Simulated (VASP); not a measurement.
# Cd4TeO3 (I4/mmm) in VASP: relaxation of cell and atoms with PBE

Aim: the relaxation of cell and atoms of Cd4TeO3 with PBE.

Everything below comes from runs of VASP 6.6.1. Logs are shortened: lines on timing, memory, paths and dates and some standing lists are left out, and cuts for length are marked.

## Step 1: Starting point

It takes space group I4/mmm (No. 139, tetragonal). The conventional cell has a = 5.320 Å, b = 5.320 Å, c = 10.640 Å, α = 90.00°, β = 90.00°, γ = 90.00°. Around Cd (site symmetry 4mm) lie 1 Te at 2.66 Å and 5 O at 2.66 Å. Around Cd (site symmetry mmm) lie 2 Te at 2.66 Å and 4 O at 2.66 Å. Te (site symmetry 4/mmm) is surrounded by 6 Cd at 2.66 Å. Around O (site symmetry 4/mmm) lie 6 Cd at 2.66 Å. Around O (site symmetry -4m2) lie 6 Cd at 2.66 Å.

The cell was built by a generator and needn't be a form met in nature.

## Step 2: Relaxation of cell and atoms, PBE

Input file INCAR:

```
PREC     = Normal         # precision mode
ENCUT    = 520            # plane-wave cutoff, eV
EDIFF    = 1E-4           # SCF threshold, eV
ISMEAR   = 0              # smearing method
SIGMA    = 0.15           # smearing width, eV
LREAL    = F              # projectors in reciprocal space
LASPH    = T              # aspherical terms in the spheres
NELM     = 60             # most SCF steps
ALGO     = Fast           # electronic algorithm
ISIF     = 3              # what is computed and relaxed
LWAVE    = F              # write WAVECAR
LCHARG   = F              # write CHGCAR
GGA      = PE             # functional
IBRION   = 2              # ionic algorithm
NSW      = 24             # ionic steps
EDIFFG   = -0.08          # ionic threshold
```

Input file KPOINTS:

```
regular mesh
0
Gamma
  4 4 4
```

Input file POSCAR:

```
Cd4TeO3
1.0
   -2.6600000000      2.6600000000      5.3200000000
    2.6600000000     -2.6600000000      5.3200000000
    2.6600000000      2.6600000000     -5.3200000000
Cd Te O
4 1 3
Direct
    0.7500000000      0.7500000000      0.0000000000
    0.5000000000      0.0000000000      0.5000000000
    0.0000000000      0.5000000000      0.5000000000
    0.2500000000      0.2500000000      0.0000000000
    0.0000000000      0.0000000000      0.0000000000
    0.5000000000      0.5000000000      0.0000000000
    0.2500000000      0.7500000000      0.5000000000
    0.7500000000      0.2500000000      0.5000000000
```

Potentials or basis: VASP PAW PBE potentials, release 64 (Cd, Te, O).

Run with:

```
> cat potpaw_PBE.64/Cd/POTCAR potpaw_PBE.64/Te/POTCAR potpaw_PBE.64/O/POTCAR > POTCAR
> mpirun -np 1 vasp_std > vasp.out
```

OUTCAR:

```text
PREC = Normal
   ENCUT = 520
   EDIFF = 1E-4
   ISMEAR = 0
   LREAL = F
   LASPH = T
   NELM = 60
   ISIF = 3
   GGA = PE
   IBRION = 2
   NSW = 24
   EDIFFG = -0.08

 ion  position               nearest neighbor table
   1  0.750  0.750  0.000-   5 2.66   6 2.66   7 2.66   8 2.66   8 2.66   7 2.66   3 3.76   4 3.76
                             2 3.76   2 3.76   3 3.76   4 3.76   2 3.76   3 3.76   4 3.76   3 3.76
   2  0.500  0.000  0.500-   5 2.66   6 2.66   7 2.66   8 2.66   6 2.66   5 2.66   1 3.76   3 3.76
                             1 3.76   1 3.76   4 3.76   3 3.76   4 3.76   4 3.76   3 3.76   1 3.76
   3  0.000  0.500  0.500-   5 2.66   6 2.66   7 2.66   8 2.66   5 2.66   6 2.66   4 3.76   2 3.76
                             1 3.76   1 3.76   4 3.76   2 3.76   1 3.76   4 3.76   2 3.76   4 3.76
   4  0.250  0.250  0.000-   5 2.66   6 2.66   7 2.66   8 2.66   7 2.66   8 2.66   2 3.76   1 3.76
                             2 3.76   2 3.76   3 3.76   1 3.76   3 3.76   3 3.76   1 3.76   2 3.76
   5  0.000  0.000  0.000-   1 2.66   2 2.66   3 2.66   4 2.66   3 2.66   2 2.66
   6  0.500  0.500  0.000-   1 2.66   2 2.66   3 2.66   4 2.66   2 2.66   3 2.66
   7  0.250  0.750  0.500-   1 2.66   2 2.66   3 2.66   4 2.66   4 2.66   1 2.66
   8  0.750  0.250  0.500-   1 2.66   2 2.66   3 2.66   4 2.66   1 2.66   4 2.66

  LATTYP: Found a body centered tetragonal cell.
 ALAT       =     5.3200000000
 C/A-ratio  =     2.0000000000

  Lattice vectors:

 A1 = (  -2.6600000000,   2.6600000000,   5.3200000000)
 A2 = (   2.6600000000,  -2.6600000000,   5.3200000000)
 A3 = (   2.6600000000,   2.6600000000,  -5.3200000000)

Analysis of symmetry for initial positions (statically):
=====================================================================
 Subroutine PRICEL returns:
 Original cell was already a primitive cell.

 Routine SETGRP: Setting up the symmetry group for a
 body centered tetragonal supercell.

 Subroutine GETGRP returns: Found 16 space group operations
 (whereof 16 operations were pure point group operations)
 out of a pool of 16 trial point group operations.

The static configuration has the point symmetry D_4h.

Analysis of symmetry for dynamics (positions and initial velocities):
=====================================================================
 Subroutine PRICEL returns:
 Original cell was already a primitive cell.

 Routine SETGRP: Setting up the symmetry group for a
 body centered tetragonal supercell.

 Subroutine GETGRP returns: Found 16 space group operations
 (whereof 16 operations were pure point group operations)
 out of a pool of 16 trial point group operations.

The dynamic configuration has the point symmetry D_4h.

 Subroutine INISYM returns: Found 16 space group operations
 (whereof 16 operations are pure point group operations),
 and found     1 'primitive' translations

----------------------------------------------------------------------------------------

                                     Primitive cell

  volume of cell :     150.5688

  direct lattice vectors                    reciprocal lattice vectors
    -2.660000000  2.660000000  5.320000000     0.000000000  0.187969925  0.093984962
     2.660000000 -2.660000000  5.320000000     0.187969925  0.000000000  0.093984962
     2.660000000  2.660000000 -5.320000000     0.187969925  0.187969925  0.000000000

  length of vectors
     6.515642716  6.515642716  6.515642716     0.210156765  0.210156765  0.265829617

  position of ions in fractional coordinates (direct lattice)
     0.750000000  0.750000000  0.000000000
     0.500000000  0.000000000  0.500000000
     0.000000000  0.500000000  0.500000000
     0.250000000  0.250000000  0.000000000
     0.000000000  0.000000000  0.000000000
     0.500000000  0.500000000  0.000000000
     0.250000000  0.750000000  0.500000000
     0.750000000  0.250000000  0.500000000

  ion indices of the primitive-cell ions
   primitive index   ion index
                 1           1
                 2           2
                 3           3
                 4           4
                 5           5
                 6           6
                 7           7
                 8           8

----------------------------------------------------------------------------------------

 KPOINTS: regular mesh

Automatic generation of k-mesh.
 Grid dimensions read from file:
 generate k-points for:    4    4    4

 Generating k-lattice:

  Cartesian coordinates                     Fractional coordinates (reciprocal lattice)
     0.000000000  0.046992481  0.023496241     0.250000000  0.000000000  0.000000000
     0.046992481  0.000000000  0.023496241     0.000000000  0.250000000  0.000000000
     0.046992481  0.046992481  0.000000000     0.000000000  0.000000000  0.250000000

  Length of vectors
     0.052539191  0.052539191  0.066457404

  Shift w.r.t. Gamma in fractional coordinates (k-lattice)
     0.000000000  0.000000000  0.000000000

 Subroutine IBZKPT returns following result:
 ===========================================

 Found     13 irreducible k-points:

 Following reciprocal coordinates:
            Coordinates               Weight
  0.000000  0.000000  0.000000      1.000000
  0.250000  0.000000  0.000000      8.000000
  0.500000  0.000000  0.000000      4.000000
  0.250000  0.250000  0.000000      8.000000
  0.500000  0.250000  0.000000     16.000000
 -0.250000  0.250000  0.000000      4.000000
  0.500000  0.500000  0.000000      2.000000
  0.250000  0.250000  0.250000      2.000000
 -0.250000  0.250000  0.250000      4.000000
  0.500000  0.500000  0.250000      4.000000
 -0.250000  0.500000  0.250000      8.000000
 -0.250000 -0.250000  0.250000      2.000000
  0.500000  0.500000  0.500000      1.000000
   k-points           NKPTS =     13   k-points in BZ     NKDIM =     13   number of bands    NBANDS=     43
   number of dos      NEDOS =    301   number of ions     NIONS =      8
   total plane-waves  NPLWV =  46656
   dimension x,y,z NGX =    36 NGY =   36 NGZ =   36
   dimension x,y,z NGXF=    72 NGYF=   72 NGZF=   72
   ions per type =               4   1   3
   NGX,Y,Z   is equivalent  to a cutoff of   9.19,  9.19,  9.19 a.u.
   NGXF,Y,Z  is equivalent  to a cutoff of  18.37, 18.37, 18.37 a.u.
 SYSTEM =  unknown system
   PREC   = normal    normal or accurate (medium, high low for compatibility)
   ISTART =      0    job   : 0-new  1-cont  2-samecut
   ICHARG =      2    charge: 1-file 2-atom 10-const
   ISPIN  =      1    spin polarized calculation?
   LNONCOLLINEAR =      F non collinear calculations
   LSORBIT =      F    spin-orbit coupling
   LASPH  =      T    aspherical Exc in radial PAW
   ENCUT  =  520.0 eV  38.22 Ry    6.18 a.u.  12.11 12.11 12.11*2*pi/ulx,y,z
   NELM   =     60;   NELMIN=  2; NELMDL= -5     # of ELM steps
   EDIFF  = 0.1E-03   stopping-criterion for ELM
   LREAL  =      F    real-space projection
   EDIFFG = -.8E-01   stopping-criterion for IOM
   NSW    =     24    number of steps for IOM
   IBRION =      2    ionic relax: 0-MD 1-quasi-New 2-CG
   NFREE  =      1    steps in history (QN), initial steepest desc. (CG)
   ISIF   =      3    stress and relaxation
   ISYM   =      2    0-nonsym 1-usesym 2-fastsym
   POTIM  = 0.5000    time-step for ionic-motion
   TEBEG  =    0.0;   TEEND  =   0.0 temperature during run
   PSTRESS=    0.0 pullay stress
   NELECT =      72.0000    total number of electrons
   NUPDOWN=      -1.0000    fix difference up-down
   EMIN   =  10.00;   EMAX   =-10.00  energy-range for DOS
   EFERMI =   0.00;   METHOD = LEGACY
   ISMEAR =     0;   SIGMA  =   0.15  broadening in eV -4-tet -1-fermi 0-gaus
   EFERMI_NEDOS =   21; number of points for ismear=-14 and -15
   IALGO  =     68    algorithm
   IMIX   =      4    mixing-type and parameters
     AMIX     =   0.40;   BMIX     =  1.00
     AMIX_MAG =   1.60;   BMIX_MAG =  1.00
  volume/ion in A,a.u.               =      18.82       127.01
  Fermi-wavevector in a.u.,A,eV,Ry     =   1.280189  2.419206 22.298363  1.638883
  Thomas-Fermi vector in A             =   2.412631
   LORBIT       =      0    0 simple, 1 ext, 2 COOP (PROOUT), +10 PAW based schemes
   GGA     = PE    functional components
   LHFCALC =     F    Hartree Fock is set to
   AEXX    =    0.0000 exact exchange contribution
   IVDW    =     0    specifies the selected vdW correction
   LEPSILON=     F    determine dielectric tensor
   LRPA    =     F    only Hartree local field effects (RPA)
 conjugate gradient relaxation of ions
 non-spin polarized calculation
 RMM-DIIS sequential band-by-band and
 Gauss-broadening in eV      SIGMA  =   0.15
  energy-cutoff  :      520.00
  volume of cell :      150.57
 maximum number of plane-waves:      4072
   NGX = 25   NGY = 25   NGZ = 25

--------------------------------------- Ionic step        1  -------------------------------------------

 number of electron      72.0000037 magnetization

 Free energy of the ion-electron system (eV)
  ---------------------------------------------------
  ext. energy  EPLUGINS =         0.00000000
  ---------------------------------------------------
  free energy    TOTEN  =       -24.06122537 eV

  energy without entropy =      -24.05639268  energy(sigma->0) =      -24.05880902

------------------------ aborting loop because EDIFF is reached ----------------------------------------

  FORCE on cell =-STRESS in cart. coord.  units (eV):
  Direction    XX          YY          ZZ          XY          YZ          ZX
  --------------------------------------------------------------------------------------
  -------------------------------------------------------------------------------------
  Total       -2.7779409     -2.7779409     -3.2672353      0.0000000     -0.0000000      0.0000000
  in kB      -29.5596089    -29.5596089    -34.7661094      0.0000000     -0.0000000      0.0000000
  external PRESSURE =     -31.2951090 kB  Pullay stress =       0.0000000 kB
[... 107 lines left out ...]
  FREE ENERGIE OF THE ION-ELECTRON SYSTEM (eV)
  ---------------------------------------------------
  free  energy   TOTEN  =       -24.8538242406 eV

  energy  without entropy=      -24.8504877459  energy(sigma->0) =      -24.85215599

[... ionic steps 4 to 8 ...]

--------------------------------------- Ionic step        9  -------------------------------------------

 number of electron      72.0000041 magnetization

------------------------ aborting loop because EDIFF is reached ----------------------------------------
[... 79 lines left out ...]
--------------------------------------- Ionic step       11  -------------------------------------------

 number of electron      72.0000031 magnetization

 Free energy of the ion-electron system (eV)
  ---------------------------------------------------
  ext. energy  EPLUGINS =         0.00000000
  ---------------------------------------------------
  free energy    TOTEN  =       -25.26164061 eV

  energy without entropy =      -25.25791688  energy(sigma->0) =      -25.25977874

 E-fermi :   2.7115     XC(G=0): -10.5448

 val. band max:        2.6904947312   @ k =   0.5000   0.5000   0.0000
 cond. band min:       2.9520208085   @ k =   0.5000   0.5000   0.5000
 fundamental gap:      0.2615260773
 Fermi energy:         2.7114541773

 k-point     1 :       0.0000    0.0000    0.0000
  band No.  band energies     occupation
      1     -14.4399      2.00000
      2     -13.4377      2.00000
      3     -13.2259      2.00000
      4      -9.6531      2.00000
      5      -5.6745      2.00000
      6      -5.6240      2.00000
[... 622 lines left out ...]
  FREE ENERGIE OF THE ION-ELECTRON SYSTEM (eV)
  ---------------------------------------------------
  free  energy   TOTEN  =       -25.2616406066 eV

  energy  without entropy=      -25.2579168774  energy(sigma->0) =      -25.25977874

 reached required accuracy - stopping structural energy minimisation
```

Wall time 5 min (1 thread of Intel Xeon Platinum 8259CL at 2.50GHz (Skylake/Cascade Lake), shared host); peak memory 0.26 GiB.

Results:

```yaml
Free_energy: -25.2616 eV
Relaxed_volume: 17.90 Å³/atom
Relaxed_cell: a = 6.204 Å, b = 6.204 Å, c = 6.204 Å, α = 128.24°, β = 128.24°, γ = 76.24°
Space_group_after_relaxing_to_0.05_Å: I4/mmm (No. 139)
Energy_gained_by_relaxing: 150.1 meV/atom
Ionic_steps: 11
Pressure_after_relaxing: 0.1 GPa
Largest_force_after_relaxing: 0.062 eV/Å
Band_gap_on_the_k_mesh: none (metal or under the smearing width)
```

Forces on the atoms (eV/Å):
```
Cd   0.000  0.000 -0.062
Cd   0.000  0.000  0.000
Cd   0.000  0.000  0.000
Cd   0.000  0.000  0.062
Te   0.000  0.000  0.000
O    0.000  0.000  0.000
O    0.000  0.000  0.000
O    0.000  0.000  0.000
```

Step by step:
```csv
step,energy change (eV),largest force (eV/Å),pressure (GPa),volume (Å³)
1,0.0000,2.4203,-3.13,150.57
2,-0.5744,1.7361,-0.11,142.70
3,-0.7926,0.6341,5.54,133.66
4,-1.0270,0.6468,3.62,136.89
5,-1.0277,0.7298,3.52,137.06
6,-1.1513,0.1400,-0.26,142.75
7,-1.1546,0.0056,-1.19,144.29
8,-1.1908,0.0960,-0.55,143.45
9,-1.1984,0.1864,0.12,142.84
10,-1.1982,0.1841,0.22,142.78
11,-1.2004,0.0621,0.08,143.17
```

Final structure:
```
Cd Te O
1.0
    -2.70807    2.70807    4.88060
     2.70807   -2.70807    4.88060
     2.70807    2.70807   -4.88060
Cd Te O
4 1 3
Cartesian
  0.0000 0.0000 7.0200
  0.0000 2.7081 0.0000
  2.7081 0.0000 0.0000
  0.0000 0.0000 2.7412
  0.0000 0.0000 0.0000
  0.0000 0.0000 4.8806
  2.7081 0.0000 2.4403
  0.0000 2.7081 2.4403
```

Levels at points of the mesh, in eV from the Fermi level:
| k point | band 34 | band 35 | band 36 | band 37 | band 38 | band 39 |
| --- | --- | --- | --- | --- | --- | --- |
| (0.00, 0.00, 0.00) | -1.52 | -1.00 | -1.00 | -0.38 | 0.89 | 2.82 |
| (0.50, 0.00, 0.00) | -1.27 | -1.04 | -0.64 | 2.19 | 2.59 | 3.25 |
| (0.50, 0.50, 0.00) | -0.73 | -0.15 | -0.02 | 2.08 | 2.38 | 3.65 |
| (0.50, 0.50, 0.50) | -1.52 | -1.28 | -1.28 | 0.24 | 1.14 | 3.58 |

Caveat: the k mesh is coarse (spacing up to 0.42 Å⁻¹), so the values aren't converged; the relaxation stopped at a loose force limit of 0.08 eV/Å, so its end isn't a converged minimum.
